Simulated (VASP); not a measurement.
Input:

```
CELL_PARAMETERS angstrom
      3.99951     0.00000     0.00000
      0.00000     3.99951     0.00000
      0.00000     0.00000     5.25982
ATOMIC_POSITIONS crystal
  Pb 0.50000 0.00000 0.22597
  Pb 0.00000 0.50000 0.77403
  O  0.50000 0.50000 0.00000
  O  0.00000 0.00000 0.00000
```

Computed with LDA (Ceperley-Alder, Perdew-Zunger), VASP's LDA PAW potentials (set 64) (plane waves; VASP). Numerical set-up: 400 eV cut-off, 11×11×8 Γ-centred mesh, Gaussian smearing of 0.10 eV, potentials Pb_d O.

At this cut-off the stress carries a Pulay error, which pulls relaxed volumes low.

Question: Predict the energy per atom (σ→0), pressure, largest force.

Answer: 
The energy per atom (σ→0) is -588.2 kJ/mol of atoms and the pressure comes out as -5.60 GPa. The largest force comes out as 0.307 eV/Å.

The structure comes from a computed database's PbO entry; how it stands against other phases isn't given here. The cell was not relaxed at this level.
